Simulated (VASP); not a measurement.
Output of a VASP run:

OSZICAR:
```
       N       E                     dE             d eps       ncg     rms          rms(c)
DAV:   1     0.453419109644E+03    0.45342E+03   -0.24091E+04  1680   0.178E+03
DAV:   2    -0.215677230603E+02   -0.47499E+03   -0.47140E+03  2192   0.482E+02
DAV:   3    -0.472133438756E+02   -0.25646E+02   -0.25569E+02  1744   0.126E+02
DAV:   4    -0.480409835873E+02   -0.82764E+00   -0.82734E+00  2968   0.193E+01
DAV:   5    -0.480465415097E+02   -0.55579E-02   -0.55425E-02  2000   0.139E+00    0.360E+01
DAV:   6    -0.394061366040E+02    0.86404E+01   -0.10245E+02  2240   0.736E+01    0.188E+01
DAV:   7    -0.382739117467E+02    0.11322E+01   -0.38868E+01  1952   0.545E+01    0.164E+01
DAV:   8    -0.374902999920E+02    0.78361E+00   -0.32507E+00  1832   0.159E+01    0.543E+00
DAV:   9    -0.375011547223E+02   -0.10855E-01   -0.96516E-01  2168   0.732E+00    0.241E+00
DAV:  10    -0.374729627285E+02    0.28192E-01   -0.52796E-01  1912   0.646E+00    0.112E+00
DAV:  11    -0.374626016836E+02    0.10361E-01   -0.85148E-02  1880   0.248E+00    0.353E-01
DAV:  12    -0.374622452468E+02    0.35644E-03   -0.50095E-03  2088   0.637E-01    0.838E-02
DAV:  13    -0.374622505892E+02   -0.53424E-05   -0.34075E-04  2184   0.120E-01    0.327E-02
DAV:  14    -0.374622504498E+02    0.13939E-06   -0.23366E-04  1768   0.854E-02    0.322E-02
DAV:  15    -0.374622426278E+02    0.78220E-05   -0.66181E-05  1880   0.718E-02    0.110E-02
DAV:  16    -0.374622429903E+02   -0.36249E-06   -0.31348E-06  1880   0.158E-02    0.428E-03
DAV:  17    -0.374622433496E+02   -0.35933E-06   -0.79283E-07  1920   0.643E-03    0.133E-03
DAV:  18    -0.374622431122E+02    0.23743E-06   -0.15963E-07  1080   0.349E-03    0.587E-04
DAV:  19    -0.374622431325E+02   -0.20355E-07   -0.17259E-08   864   0.123E-03
   1 F= -.37462243E+02 E0= -.37462243E+02  d E =0.000000E+00
```

File OUTCAR:
```
------------------------ aborting loop because EDIFF is reached ----------------------------------------
  FORCE on cell =-STRESS in cart. coord.  units (eV):
  Direction    XX          YY          ZZ          XY          YZ          ZX
  --------------------------------------------------------------------------------------
  Total        0.0108847      0.0108847      0.0108847      0.0000000     -0.0000000      0.0000000
  in kB        0.2964178      0.2964178      0.2964178      0.0000000     -0.0000000      0.0000000
  external PRESSURE =       0.2964178 kB  Pullay stress =       0.0000000 kB
  volume of cell :       58.83
      direct lattice vectors                 reciprocal lattice vectors
     3.889325766  0.000000000  0.000000000     0.257113973  0.000000000  0.000000000
     0.000000000  3.889325766  0.000000000     0.000000000  0.257113973  0.000000000
     0.000000000  0.000000000  3.889325766     0.000000000  0.000000000  0.257113973
 POSITION                                       TOTAL-FORCE (eV/Angst)
 -----------------------------------------------------------------------------------
      0.00000      0.00000      0.00000         0.000000      0.000000      0.000000
      1.94466      1.94466      1.94466         0.000000      0.000000      0.000000
      1.94466      0.00000      1.94466         0.000000      0.000000      0.000000
      0.00000      1.94466      1.94466         0.000000      0.000000      0.000000
      1.94466      1.94466      0.00000         0.000000      0.000000      0.000000
 -----------------------------------------------------------------------------------
    total drift:                                0.000000      0.000000     -0.000000
  FREE ENERGIE OF THE ION-ELECTRON SYSTEM (eV)
  ---------------------------------------------------
  free  energy   TOTEN  =       -37.4622431325 eV

  energy  without entropy=      -37.4622431325  energy(sigma->0) =      -37.46224313

 total charge

# of ion       s       p       d       tot
------------------------------------------
    1        1.999   5.819   0.200   8.018
    2        2.271   6.321   2.902  11.494
    3        1.567   3.470   0.000   5.037
    4        1.567   3.470   0.000   5.037
    5        1.567   3.470   0.000   5.037
--------------------------------------------------
tot          8.970  22.551   3.102  34.623

 Electric field gradients after diagonalization (V/A^2)
 (convention: |V_zz| > |V_xx| > |V_yy|)
----------------------------------------------------------------------
 ion       V_xx      V_yy      V_zz     asymmetry (V_yy - V_xx)/ V_zz
----------------------------------------------------------------------
   1      -0.000    -0.000     0.000       0.043
   2       0.000     0.000     0.000      -0.059
   3     -17.422   -17.422    34.843       0.000
   4     -17.422   -17.422    34.843       0.000
   5     -17.422   -17.422    34.843       0.000
```
(Selected blocks of OUTCAR.)

POSCAR:
```
SrVO3
1
    3.8893257660     0.0000000000     0.0000000000
    0.0000000000     3.8893257660     0.0000000000
    0.0000000000     0.0000000000     3.8893257660
Sr V O
1 1 3
Direct
  0.0000000000   0.0000000000   0.0000000000
  0.5000000000   0.5000000000   0.5000000000
  0.5000000000   0.0000000000   0.5000000000
  0.0000000000   0.5000000000   0.5000000000
  0.5000000000   0.5000000000   0.0000000000
```

Problem. Reconstruct the remaining input files.

Solution. Several could match; the one computed here: the input of the run itself, revPBE GGA, plane waves, VASP's PBE PAW potentials (set 64).

KPOINTS:
```
Regular mesh
0
G
 9 9 9
```

### INCAR
```
! general
SYSTEM  = SrVO3
PREC    = Accurate
ENCUT   = 520
LREAL   = .FALSE.
LASPH   = .TRUE.

! electronic loop
EDIFF   = 1E-7
NELM    = 100
ALGO    = Normal
LMAXMIX = 4

! smearing
ISMEAR  = -5

! functional
GGA     = RE

! ions
ISIF    = 2

! output
LWAVE   = .FALSE.
LCHARG  = .TRUE.
LORBIT  = 11
NEDOS   = 601

! other
LEFG    = .TRUE.
```

POTCAR, in this order: Sr_sv V_sv O (PBE.64 set). Program: vasp_std.

For a metal the tetrahedron method with Blöchl corrections gives inexact stress and forces.

The compound is SrVO3 in the cubic perovskite structure. It was relaxed first. The run is not spin-polarised, so no magnetic state was tried. The electron count is odd and the run is not spin-polarised, which forces a metal.
